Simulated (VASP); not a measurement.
All values below come from PBE GGA, VASP's PBE PAW potentials (set 64) (plane waves; VASP).

A VASP calculation is set up with these files.

POSCAR:
```
ZnS
1
    1.9482000000    -3.3743810000     0.0000000000
    1.9482000000     3.3743810000     0.0000000000
    0.0000000000     0.0000000000     6.3852000000
Zn S
2 2
Direct
  0.6666670000   0.3333330000   0.5000000000
  0.3333330000   0.6666670000   0.0000000000
  0.6666670000   0.3333330000   0.8750000000
  0.3333330000   0.6666670000   0.3750000000
```

**INCAR**
```
# general
SYSTEM  = ZnS
PREC    = Accurate
ENCUT   = 400
LREAL   = .FALSE.
LASPH   = .TRUE.   # aspherical one-centre terms

# electronic loop
EDIFF   = 1E-6   # SCF stop (eV)
NELM    = 100   # most electronic steps
ALGO    = Normal   # blocked Davidson
LMAXMIX = 4

# smearing
ISMEAR  = 0   # Gaussian
SIGMA   = 0.05   # width (eV)

# functional
GGA     = PE   # PBE

# ions
ISIF    = 2

# output
LWAVE   = .FALSE.
LCHARG  = .FALSE.
```

File KPOINTS:
```
Automatic mesh
0
G
  2 2 1
```

POTCAR, in this order: Zn S (PBE.64 set). Program: vasp_std.

The run wrote:

### OSZICAR
```
       N       E                     dE             d eps       ncg     rms          rms(c)
DAV:   1     0.213580960480E+03    0.21358E+03   -0.15264E+04    88   0.163E+03
DAV:   2     0.714368855715E+01   -0.20644E+03   -0.20033E+03    94   0.338E+02
DAV:   3    -0.132901852803E+02   -0.20434E+02   -0.20369E+02    94   0.109E+02
DAV:   4    -0.137782456319E+02   -0.48806E+00   -0.48690E+00   106   0.171E+01
DAV:   5    -0.137878250822E+02   -0.95795E-02   -0.95788E-02   106   0.243E+00    0.869E+00
DAV:   6    -0.126975153792E+02    0.10903E+01   -0.27272E+00   140   0.431E+01    0.727E+00
DAV:   7    -0.127038416712E+02   -0.63263E-02   -0.18676E+00   112   0.805E+00    0.358E+00
DAV:   8    -0.127007890067E+02    0.30527E-02   -0.10449E-01   110   0.420E+00    0.113E+00
DAV:   9    -0.127009339925E+02   -0.14499E-03   -0.14305E-02   136   0.236E+00    0.323E-01
DAV:  10    -0.127011429462E+02   -0.20895E-03   -0.18943E-03   106   0.358E-01    0.259E-01
DAV:  11    -0.127013764809E+02   -0.23353E-03   -0.12677E-04   112   0.723E-02    0.173E-01
DAV:  12    -0.127015914822E+02   -0.21500E-03   -0.33139E-04   106   0.152E-01    0.622E-02
DAV:  13    -0.127015746482E+02    0.16834E-04   -0.38883E-05   144   0.788E-02    0.424E-02
DAV:  14    -0.127015734250E+02    0.12233E-05   -0.31859E-05   128   0.405E-02    0.196E-02
DAV:  15    -0.127015750364E+02   -0.16114E-05   -0.63775E-06   112   0.166E-02    0.112E-02
DAV:  16    -0.127015744220E+02    0.61443E-06   -0.78082E-07    74   0.907E-03
   1 F= -.12701574E+02 E0= -.12701574E+02  d E =-.133471E-10
```

OUTCAR:
```
------------------------ aborting loop because EDIFF is reached ----------------------------------------
  FORCE on cell =-STRESS in cart. coord.  units (eV):
  Direction    XX          YY          ZZ          XY          YZ          ZX
  --------------------------------------------------------------------------------------
  Total        1.1923906      1.1923903     -4.1971678      0.0000000      0.0000000      0.0000000
  in kB       22.7560544     22.7560492    -80.1004135      0.0000000      0.0000000      0.0000000
  external PRESSURE =     -11.5294366 kB  Pullay stress =       0.0000000 kB
  volume of cell :       83.95
      direct lattice vectors                 reciprocal lattice vectors
     1.948200000 -3.374381000  0.000000000     0.256647161 -0.148175325  0.000000000
     1.948200000  3.374381000  0.000000000     0.256647161  0.148175325  0.000000000
     0.000000000  0.000000000  6.385200000     0.000000000  0.000000000  0.156612166
  FREE ENERGIE OF THE ION-ELECTRON SYSTEM (eV)
  ---------------------------------------------------
  free  energy   TOTEN  =       -12.7015744220 eV

  energy  without entropy=      -12.7015744220  energy(sigma->0) =      -12.70157442
```
(Selected blocks of OUTCAR.)

The compound is ZnS in the wurtzite structure, the high-temperature form. The cell was not relaxed at this level. The k-mesh is coarse (spacing up to 0.98 per Å, 2π included), so the numbers may not be converged in it. The run is one of a series of settings (KPOINTS 2×2×1 Γ-centred mesh against the base run), some of them coarse on purpose.
